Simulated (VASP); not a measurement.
# TiRh (Pm-3m) in VASP: single point with LDA

Aim: the single point of TiRh with LDA.

Everything below comes from runs of VASP 6.6.1. Logs are shortened: lines on timing, memory, paths and dates and some standing lists are left out, and cuts for length are marked.

## 1. Starting point

Symmetry: Pm-3m, No. 221, cubic system. The conventional cell has a = 3.115 Å, b = 3.115 Å, c = 3.115 Å, α = 90.00°, β = 90.00°, γ = 90.00°. Around Ti (site symmetry m-3m) lie 8 Rh at 2.70 Å. Rh (site symmetry m-3m) has 8 Ti at 2.70 Å as nearest neighbours.

The cell comes from a database or a generator and needn't be the stable form of this composition.

## 2. Single point, LDA

The input, INCAR:

```
PREC = Accurate ; ENCUT = 520
EDIFF = 1E-6 ; ISMEAR = 0
SIGMA = 0.1 ; LREAL = F
LASPH = T ; NELM = 80
ALGO = Normal ; ISIF = 2
LWAVE = F ; LCHARG = F
GGA = CA ; NBANDS = 20
```

The input, KPOINTS:

```
regular mesh
0
Gamma
  6 6 6
```

The input, POSCAR:

```
TiRh
1.0
    3.1152020000      0.0000000000      0.0000000000
    0.0000000000      3.1152020000      0.0000000000
    0.0000000000      0.0000000000      3.1152020000
Ti Rh
1 1
Direct
    0.5000000000      0.5000000000      0.5000000000
    0.0000000000      0.0000000000      0.0000000000
```

Potentials or basis: VASP PAW LDA potentials, release 64 (Ti_sv, Rh_pv).

Launch:

```bash
cat potpaw_LDA.64/Ti_sv/POTCAR potpaw_LDA.64/Rh_pv/POTCAR > POTCAR
mpirun -np 1 vasp_std > vasp.out
```

OUTCAR:

```text
PREC = Accurate
   ENCUT = 520
   EDIFF = 1E-6
   ISMEAR = 0
   LREAL = F
   LASPH = T
   NELM = 80
   ISIF = 2
   GGA = CA

 ion  position               nearest neighbor table
   1  0.500  0.500  0.500-   2 2.70   2 2.70   2 2.70   2 2.70   2 2.70   2 2.70   2 2.70   2 2.70

   2  0.000  0.000  0.000-   1 2.70   1 2.70   1 2.70   1 2.70   1 2.70   1 2.70   1 2.70   1 2.70

  LATTYP: Found a simple cubic cell.
 ALAT       =     3.1152020000

  Lattice vectors:

 A1 = (   3.1152020000,   0.0000000000,   0.0000000000)
 A2 = (   0.0000000000,   3.1152020000,   0.0000000000)
 A3 = (   0.0000000000,   0.0000000000,   3.1152020000)

Analysis of symmetry for initial positions (statically):
=====================================================================
 Subroutine PRICEL returns:
 Original cell was already a primitive cell.

 Routine SETGRP: Setting up the symmetry group for a
 simple cubic supercell.

 Subroutine GETGRP returns: Found 48 space group operations
 (whereof 48 operations were pure point group operations)
 out of a pool of 48 trial point group operations.

The static configuration has the point symmetry O_h .

Analysis of symmetry for dynamics (positions and initial velocities):
=====================================================================
 Subroutine PRICEL returns:
 Original cell was already a primitive cell.

 Routine SETGRP: Setting up the symmetry group for a
 simple cubic supercell.

 Subroutine GETGRP returns: Found 48 space group operations
 (whereof 48 operations were pure point group operations)
 out of a pool of 48 trial point group operations.

The dynamic configuration has the point symmetry O_h .

 Subroutine INISYM returns: Found 48 space group operations
 (whereof 48 operations are pure point group operations),
 and found     1 'primitive' translations

----------------------------------------------------------------------------------------

                                     Primitive cell

  volume of cell :      30.2314

  direct lattice vectors                    reciprocal lattice vectors
     3.115202000  0.000000000  0.000000000     0.321006471  0.000000000  0.000000000
     0.000000000  3.115202000  0.000000000     0.000000000  0.321006471  0.000000000
     0.000000000  0.000000000  3.115202000     0.000000000  0.000000000  0.321006471

  length of vectors
     3.115202000  3.115202000  3.115202000     0.321006471  0.321006471  0.321006471

  position of ions in fractional coordinates (direct lattice)
     0.500000000  0.500000000  0.500000000
     0.000000000  0.000000000  0.000000000

  ion indices of the primitive-cell ions
   primitive index   ion index
                 1           1
                 2           2

----------------------------------------------------------------------------------------

 KPOINTS: regular mesh

Automatic generation of k-mesh.
 Grid dimensions read from file:
 generate k-points for:    6    6    6

 Generating k-lattice:

  Cartesian coordinates                     Fractional coordinates (reciprocal lattice)
     0.053501078  0.000000000  0.000000000     0.166666667  0.000000000  0.000000000
     0.000000000  0.053501078  0.000000000     0.000000000  0.166666667  0.000000000
     0.000000000  0.000000000  0.053501078     0.000000000  0.000000000  0.166666667

  Length of vectors
     0.053501078  0.053501078  0.053501078

  Shift w.r.t. Gamma in fractional coordinates (k-lattice)
     0.000000000  0.000000000  0.000000000

 Subroutine IBZKPT returns following result:
 ===========================================

 Found     20 irreducible k-points:

 Following reciprocal coordinates:
            Coordinates               Weight
  0.000000  0.000000  0.000000      1.000000
  0.166667  0.000000  0.000000      6.000000
  0.333333  0.000000  0.000000      6.000000
  0.500000  0.000000  0.000000      3.000000
  0.166667  0.166667  0.000000     12.000000
  0.333333  0.166667  0.000000     24.000000
[... 12 lines left out ...]
  0.500000  0.500000  0.333333      6.000000
  0.500000  0.500000  0.500000      1.000000
   k-points           NKPTS =     20   k-points in BZ     NKDIM =     20   number of bands    NBANDS=     20
   number of dos      NEDOS =    301   number of ions     NIONS =      2
   total plane-waves  NPLWV =  13824
   dimension x,y,z NGX =    24 NGY =   24 NGZ =   24
   dimension x,y,z NGXF=    48 NGYF=   48 NGZF=   48
   ions per type =               1   1
   NGX,Y,Z   is equivalent  to a cutoff of  12.81, 12.81, 12.81 a.u.
   NGXF,Y,Z  is equivalent  to a cutoff of  25.62, 25.62, 25.62 a.u.
 SYSTEM =  unknown system
   PREC   = accura    normal or accurate (medium, high low for compatibility)
   ISTART =      0    job   : 0-new  1-cont  2-samecut
   ICHARG =      2    charge: 1-file 2-atom 10-const
   ISPIN  =      1    spin polarized calculation?
   LNONCOLLINEAR =      F non collinear calculations
   LSORBIT =      F    spin-orbit coupling
   LASPH  =      T    aspherical Exc in radial PAW
   ENCUT  =  520.0 eV  38.22 Ry    6.18 a.u.   5.79  5.79  5.79*2*pi/ulx,y,z
   NELM   =     80;   NELMIN=  2; NELMDL= -5     # of ELM steps
   EDIFF  = 0.1E-05   stopping-criterion for ELM
   LREAL  =      F    real-space projection
[... 7 lines left out ...]
   TEBEG  =    0.0;   TEEND  =   0.0 temperature during run
   PSTRESS=    0.0 pullay stress
   NELECT =      27.0000    total number of electrons
   NUPDOWN=      -1.0000    fix difference up-down
   EMIN   =  10.00;   EMAX   =-10.00  energy-range for DOS
   EFERMI =   0.00;   METHOD = LEGACY
   ISMEAR =     0;   SIGMA  =   0.10  broadening in eV -4-tet -1-fermi 0-gaus
   EFERMI_NEDOS =   21; number of points for ismear=-14 and -15
   IALGO  =     38    algorithm
   IMIX   =      4    mixing-type and parameters
     AMIX     =   0.40;   BMIX     =  1.00
     AMIX_MAG =   1.60;   BMIX_MAG =  1.00
  volume/ion in A,a.u.               =      15.12       102.01
  Fermi-wavevector in a.u.,A,eV,Ry     =   1.576558  2.979262 33.817746  2.485534
  Thomas-Fermi vector in A             =   2.677373
   LORBIT       =      0    0 simple, 1 ext, 2 COOP (PROOUT), +10 PAW based schemes
   GGA     = CA    functional components
   LHFCALC =     F    Hartree Fock is set to
   AEXX    =    0.0000 exact exchange contribution
   IVDW    =     0    specifies the selected vdW correction
   LEPSILON=     F    determine dielectric tensor
   LRPA    =     F    only Hartree local field effects (RPA)
 non-spin polarized calculation
 Gauss-broadening in eV      SIGMA  =   0.10
  energy-cutoff  :      520.00
  volume of cell :       30.23
 maximum number of plane-waves:       840
 NGX is ok and might be reduce to    24
   NGX = 11   NGY = 11   NGZ = 11

 number of electron      27.0000005 magnetization

 Free energy of the ion-electron system (eV)
  ---------------------------------------------------
  ext. energy  EPLUGINS =         0.00000000
  ---------------------------------------------------
  free energy    TOTEN  =       -18.61772327 eV

  energy without entropy =      -18.60318288  energy(sigma->0) =      -18.61045308

 E-fermi :  10.3288     XC(G=0): -13.1174

 val. band max:       10.3091132358   @ k =   0.5000   0.1667   0.0000
 cond. band min:      10.3329176475   @ k =   0.3333   0.1667   0.0000
 fundamental gap:      0.0238044117
 Fermi energy:        10.3288489344

 k-point     1 :       0.0000    0.0000    0.0000
  band No.  band energies     occupation
      1     -46.5318      2.00000
      2     -36.1200      2.00000
      3     -36.1200      2.00000
      4     -36.1200      2.00000
      5     -23.0421      2.00000
      6     -23.0421      2.00000
[... 12 lines left out ...]
     19      18.9314      0.00000
     20      18.9314      0.00000

 k-point     2 :       0.1667    0.0000    0.0000
  band No.  band energies     occupation
      1     -46.5279      2.00000
      2     -36.1394      2.00000
      3     -36.1176      2.00000
      4     -36.1176      2.00000
      5     -23.0952      2.00000
      6     -23.0408      2.00000
[... 12 lines left out ...]
     19      17.0879      0.00000
     20      20.2688      0.00000

 k-point     3 :       0.3333    0.0000    0.0000
  band No.  band energies     occupation
      1     -46.5200      2.00000
      2     -36.1778      2.00000
      3     -36.1128      2.00000
      4     -36.1128      2.00000
      5     -23.2002      2.00000
      6     -23.0383      2.00000
[... 12 lines left out ...]
     19      14.3488      0.00000
     20      23.1704      0.00000

 k-point     4 :       0.5000    0.0000    0.0000
  band No.  band energies     occupation
      1     -46.5161      2.00000
      2     -36.1970      2.00000
      3     -36.1103      2.00000
      4     -36.1103      2.00000
      5     -23.2521      2.00000
      6     -23.0370      2.00000
[... 12 lines left out ...]
     19      13.3903      0.00000
     20      25.9673      0.00000

 k-point     5 :       0.1667    0.1667    0.0000
  band No.  band energies     occupation
      1     -46.5236      2.00000
      2     -36.1402      2.00000
      3     -36.1354      2.00000
      4     -36.1153      2.00000
      5     -23.0987      2.00000
      6     -23.0840      2.00000
[... 12 lines left out ...]
     19      17.6107      0.00000
     20      18.8083      0.00000
[... 261 lines left out ...]
      6     -23.1663      2.00000
[... 12 lines left out ...]
     19      18.2512      0.00000
     20      18.2512      0.00000

 k-point    18 :       0.5000    0.3333    0.3333
  band No.  band energies     occupation
      1     -46.4855      2.00000
      2     -36.1932      2.00000
      3     -36.1706      2.00000
      4     -36.1683      2.00000
      5     -23.2107      2.00000
      6     -23.1663      2.00000
[... 12 lines left out ...]
     19      16.0200      0.00000
     20      19.7004      0.00000

 k-point    19 :       0.5000    0.5000    0.3333
  band No.  band energies     occupation
      1     -46.4806      2.00000
      2     -36.1909      2.00000
      3     -36.1909      2.00000
      4     -36.1665      2.00000
      5     -23.2084      2.00000
      6     -23.2084      2.00000
[... 12 lines left out ...]
     19      17.0398      0.00000
     20      18.1971      0.00000

 k-point    20 :       0.5000    0.5000    0.5000
  band No.  band energies     occupation
      1     -46.4760      2.00000
      2     -36.1876      2.00000
      3     -36.1876      2.00000
      4     -36.1876      2.00000
      5     -23.2092      2.00000
      6     -23.2092      2.00000
[... 12 lines left out ...]
     19      19.5644      0.00000
     20      19.6027      0.00000

------------------------ aborting loop because EDIFF is reached ----------------------------------------

  FORCE on cell =-STRESS in cart. coord.  units (eV):
  Direction    XX          YY          ZZ          XY          YZ          ZX
  --------------------------------------------------------------------------------------
  -------------------------------------------------------------------------------------
  Total       -2.3541228     -2.3541228     -2.3541228      0.0000000      0.0000000     -0.0000000
  in kB     -124.7616349   -124.7616349   -124.7616349      0.0000000      0.0000000     -0.0000000
  external PRESSURE =    -124.7616349 kB  Pullay stress =       0.0000000 kB

 VOLUME and BASIS-vectors are now :
 -----------------------------------------------------------------------------
  energy-cutoff  :      520.00
  volume of cell :       30.23
      direct lattice vectors                 reciprocal lattice vectors
     3.115202000  0.000000000  0.000000000     0.321006471  0.000000000  0.000000000
     0.000000000  3.115202000  0.000000000     0.000000000  0.321006471  0.000000000
     0.000000000  0.000000000  3.115202000     0.000000000  0.000000000  0.321006471

 POSITION                                       TOTAL-FORCE (eV/Angst)
 -----------------------------------------------------------------------------------
      1.55760      1.55760      1.55760         0.000000      0.000000      0.000000
      0.00000      0.00000      0.00000         0.000000      0.000000      0.000000
 -----------------------------------------------------------------------------------
    total drift:                                0.000000      0.000000     -0.000000

  FREE ENERGIE OF THE ION-ELECTRON SYSTEM (eV)
  ---------------------------------------------------
  free  energy   TOTEN  =       -18.6177232736 eV

  energy  without entropy=      -18.6031828801  energy(sigma->0) =      -18.61045308
```

It took 7.2 s on 1 thread of Intel Xeon Platinum 8259CL at 2.50GHz (Skylake/Cascade Lake), shared host; peak memory 0.13 GiB.

Results:

```
Free energy            : -18.6177 eV
Pressure               : -12.5 GPa
Band gap on the k mesh : none (metal or under the smearing width)
```

Levels at points of the mesh, in eV from the Fermi level:
| k point | band 9 | band 10 | band 11 | band 12 | band 13 | band 14 | band 15 | band 16 | band 17 | band 18 |
| --- | --- | --- | --- | --- | --- | --- | --- | --- | --- | --- |
| (0.00, 0.00, 0.00) | -5.03 | -5.03 | -2.23 | -2.23 | -2.23 | 0.82 | 0.82 | 2.47 | 2.47 | 2.47 |
| (0.50, 0.00, 0.00) | -3.78 | -3.41 | -2.51 | -2.51 | -1.58 | -1.05 | 0.32 | 0.32 | 0.60 | 1.51 |
| (0.50, 0.50, 0.00) | -4.93 | -3.51 | -3.51 | -0.74 | 0.01 | 0.84 | 0.84 | 1.21 | 2.33 | 2.73 |
| (0.50, 0.50, 0.50) | -3.88 | -3.88 | -1.72 | -1.72 | -1.72 | -0.67 | -0.67 | 2.40 | 2.40 | 8.06 |
